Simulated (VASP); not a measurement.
Output of a VASP run:

### OUTCAR
```
 ion  position               nearest neighbor table
   1  0.000  0.000  0.000-   3 3.29   3 3.29   4 3.39   2 3.39   2 3.39   4 3.39   2 3.39   2 3.39
                             4 3.39   4 3.39   3 3.50   3 3.50
   2  0.000  0.500  0.500-   1 3.39   4 3.39   1 3.39   4 3.39   1 3.39   1 3.39   4 3.39   4 3.39
                             3 3.39   3 3.39   3 3.39   3 3.39
   3  0.500  0.000  0.531-   1 3.29   4 3.29   4 3.29   1 3.29   2 3.39   2 3.39   2 3.39   2 3.39
                             1 3.50   4 3.50   1 3.50   4 3.50
   4  0.500  0.500  0.000-   3 3.29   3 3.29   1 3.39   2 3.39   1 3.39   2 3.39   1 3.39   2 3.39
                             2 3.39   1 3.39   3 3.50   3 3.50
  LATTYP: Found a simple cubic cell.
 ALAT       =     4.7958486330
 Subroutine PRICEL returns:
 Original cell was already a primitive cell.
 Subroutine GETGRP returns: Found  4 space group operations
The static configuration has the point symmetry C_2v.
The dynamic configuration has the point symmetry C_2v.
 Subroutine INISYM returns: Found  4 space group operations
 Subroutine IBZKPT returns following result:
 Found     64 irreducible k-points:

 Following reciprocal coordinates:
            Coordinates               Weight
  0.000000  0.000000  0.000000      1.000000
  0.166667  0.000000  0.000000      2.000000
  0.000000  0.166667  0.000000      2.000000
  0.000000  0.000000  0.166667      2.000000
  0.333333  0.000000  0.000000      2.000000
  0.000000  0.333333  0.000000      2.000000
  0.000000  0.000000  0.333333      2.000000
  0.500000  0.000000  0.000000      1.000000
  0.000000  0.500000  0.000000      1.000000
  0.000000  0.000000  0.500000      1.000000
  0.166667  0.166667  0.000000      4.000000
  0.000000  0.166667  0.166667      4.000000
  0.166667  0.000000  0.166667      4.000000
  0.333333  0.166667  0.000000      4.000000
  0.000000  0.333333  0.166667      4.000000
  0.166667  0.000000  0.333333      4.000000
 -0.166667  0.333333  0.000000      4.000000
 -0.333333  0.000000  0.166667      4.000000
  0.000000  0.166667  0.333333      4.000000
  0.500000  0.166667  0.000000      2.000000
  0.000000  0.500000  0.166667      2.000000
  0.166667  0.000000  0.500000      2.000000
 -0.166667  0.500000  0.000000      2.000000
  0.500000  0.000000  0.166667      2.000000
  0.000000  0.166667  0.500000      2.000000
  0.333333  0.333333  0.000000      4.000000
  0.000000  0.333333  0.333333      4.000000
  0.333333  0.000000  0.333333      4.000000
  0.500000  0.333333  0.000000      2.000000
  0.000000  0.500000  0.333333      2.000000
  0.333333  0.000000  0.500000      2.000000
 -0.333333  0.500000  0.000000      2.000000
  0.500000  0.000000  0.333333      2.000000
  0.000000  0.333333  0.500000      2.000000
  0.500000  0.500000  0.000000      1.000000
  0.000000  0.500000  0.500000      1.000000
  0.500000  0.000000  0.500000      1.000000
  0.166667  0.166667  0.166667      8.000000
  0.333333  0.166667  0.166667      8.000000
  0.166667  0.333333  0.166667      8.000000
   k-points           NKPTS =     64   k-points in BZ     NKDIM =     64   number of bands    NBANDS=     30
   number of dos      NEDOS =    301   number of ions     NIONS =      4
   total plane-waves  NPLWV =  46656
   dimension x,y,z NGX =    36 NGY =   36 NGZ =   36
   dimension x,y,z NGXF=    72 NGYF=   72 NGZF=   72
   ions per type =               1   3
   PREC   = accura    normal or accurate (medium, high low for compatibility)
   ISTART =      0    job   : 0-new  1-cont  2-samecut
   ICHARG =      2    charge: 1-file 2-atom 10-const
   ISPIN  =      1    spin polarized calculation?
   LNONCOLLINEAR =      F non collinear calculations
   LSORBIT =      F    spin-orbit coupling
   INIWAV =      1    electr: 0-lowe 1-rand  2-diag
   ENCUT  =  480.0 eV  35.28 Ry    5.94 a.u.   8.57  8.57  8.57*2*pi/ulx,y,z
   NELM   =    100;   NELMIN=  2; NELMDL= -5     # of ELM steps
   EDIFF  = 0.1E-06   stopping-criterion for ELM
   LREAL  =      F    real-space projection
   NLSPLINE    = F    spline interpolate recip. space projectors
...
```

### OSZICAR
```
       N       E                     dE             d eps       ncg     rms          rms(c)
DAV:   1     0.550131973847E+03    0.55013E+03   -0.23442E+04  3840   0.185E+03
DAV:   2     0.321860095136E+02   -0.51795E+03   -0.51246E+03  3840   0.520E+02
DAV:   3    -0.162575138553E+02   -0.48444E+02   -0.47820E+02  4512   0.199E+02
DAV:   4    -0.182932112107E+02   -0.20357E+01   -0.20201E+01  4658   0.456E+01
DAV:   5    -0.183704436247E+02   -0.77232E-01   -0.77199E-01  4936   0.788E+00    0.164E+01
DAV:   6    -0.182530736216E+02    0.11737E+00   -0.18417E-01  5090   0.498E+00    0.958E+00
DAV:   7    -0.182265666212E+02    0.26507E-01   -0.19327E-01  4960   0.469E+00    0.531E-01
DAV:   8    -0.182245418726E+02    0.20247E-02   -0.26938E-02  4820   0.223E+00    0.148E-01
DAV:   9    -0.182244482176E+02    0.93655E-04   -0.11558E-03  5746   0.297E-01    0.566E-02
DAV:  10    -0.182244421603E+02    0.60573E-05   -0.12868E-04  5122   0.124E-01    0.165E-02
DAV:  11    -0.182244389787E+02    0.31816E-05   -0.20366E-05  4912   0.482E-02    0.875E-03
DAV:  12    -0.182244390604E+02   -0.81724E-07   -0.20849E-06  4744   0.110E-02    0.483E-03
DAV:  13    -0.182244390184E+02    0.41965E-07   -0.20614E-07  3136   0.501E-03
   1 F= -.18224439E+02 E0= -.18223859E+02  d E =-.173954E-02
```

File OUTCAR:
```
------------------------ aborting loop because EDIFF is reached ----------------------------------------
  FORCE on cell =-STRESS in cart. coord.  units (eV):
  Direction    XX          YY          ZZ          XY          YZ          ZX
  --------------------------------------------------------------------------------------
  Total        0.2023863      0.1077986      0.0499232      0.0000000      0.0000000      0.0000000
  in kB        2.9396482      1.5657677      0.7251315      0.0000000      0.0000000      0.0000000
  external PRESSURE =       1.7435158 kB  Pullay stress =       0.0000000 kB
  volume of cell :      110.31
      direct lattice vectors                 reciprocal lattice vectors
     4.795848633  0.000000000  0.000000000     0.208513670  0.000000000  0.000000000
     0.000000000  4.795848633  0.000000000     0.000000000  0.208513670  0.000000000
     0.000000000  0.000000000  4.795848633     0.000000000  0.000000000  0.208513670
 POSITION                                       TOTAL-FORCE (eV/Angst)
 -----------------------------------------------------------------------------------
      0.00000      0.00000      0.00000         0.000000      0.000000      0.306555
      0.00000      2.39792      2.39792         0.000000      0.000000     -0.034613
      2.39792      0.00000      2.54792         0.000000      0.000000     -0.535122
      2.39792      2.39792      0.00000         0.000000      0.000000      0.263180
 -----------------------------------------------------------------------------------
    total drift:                                0.000000      0.000000     -0.000285
  FREE ENERGIE OF THE ION-ELECTRON SYSTEM (eV)
  ---------------------------------------------------
  free  energy   TOTEN  =       -18.2244390184 eV

  energy  without entropy=      -18.2226994814  energy(sigma->0) =      -18.22385917
```
(Selected blocks of OUTCAR.)

File POSCAR:
```
DyPb3
1
    4.7958486330     0.0000000000     0.0000000000
    0.0000000000     4.7958486330     0.0000000000
    0.0000000000     0.0000000000     4.7958486330
Dy Pb
1 3
Direct
  0.0000000000   0.0000000000   0.0000000000
  0.0000000000   0.5000000000   0.5000000000
  0.5000000000   0.0000000000   0.5312770505
  0.5000000000   0.5000000000   0.0000000000
```

Question: Reconstruct the remaining input files.

Answer: Several could match; the one computed here: the input of the run itself, PBEsol GGA, plane waves, VASP's PBE PAW potentials (set 64).

### INCAR
```
SYSTEM = DyPb3
PREC = Accurate
ENCUT = 480
EDIFF = 1E-7
NELM = 100
ALGO = Normal
LREAL = .FALSE.
LASPH = .TRUE.
ISMEAR = 1
SIGMA = 0.1
GGA = PS
LMAXMIX = 6
LWAVE = .FALSE.
LCHARG = .FALSE.
ISIF = 2
```

KPOINTS:
```
Automatic mesh
0
Gamma
6 6 6
0 0 0
```

POTCAR, in this order: Dy_3 Pb_d (PBE.64 set). Program: vasp_std.

The 4f electrons are frozen in the core of the lanthanide potential, so 4f levels, which can set the real gap, and their magnetism are missing.

The structure comes from a computed database's DyPb3 entry (Pm-3m); how it stands against other phases isn't given here. This cell was strained or had an atom moved on purpose. The electron count is odd and the run is not spin-polarised, which forces a metal.
